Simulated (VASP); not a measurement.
Given:

```xyz
2
Lattice="0.0000 3.0719 3.0719 3.0719 0.0000 3.0719 3.0719 3.0719 0.0000" Properties=species:S:1:pos:R:3 pbc="T T T"
K      0.0000     0.0000     0.0000
Br     3.0719     3.0719     3.0719
```

The numbers are results of PBEsol GGA, VASP's PBE PAW potentials (set 64) (plane waves; VASP), not measurements. Numerical set-up: 500 eV cut-off, 8×8×8 Γ-centred mesh, Gaussian smearing of 0.050 eV, potentials K_sv Br.

Task: Predict the energy per atom (σ→0), pressure, band gap (on the k-mesh) with the smallest direct gap where there is one.

Result: 
| Quantity | Value |
|---|---|
| band gap (on the k-mesh) | 4.89 eV |
| smallest direct gap (on the k-mesh) | 4.89 eV |
| energy per atom (σ→0) | -3.150 eV/atom |
| pressure | 4.91 GPa |

The compound is KBr in the rock salt structure. It was relaxed first under an external pressure of 5 GPa.
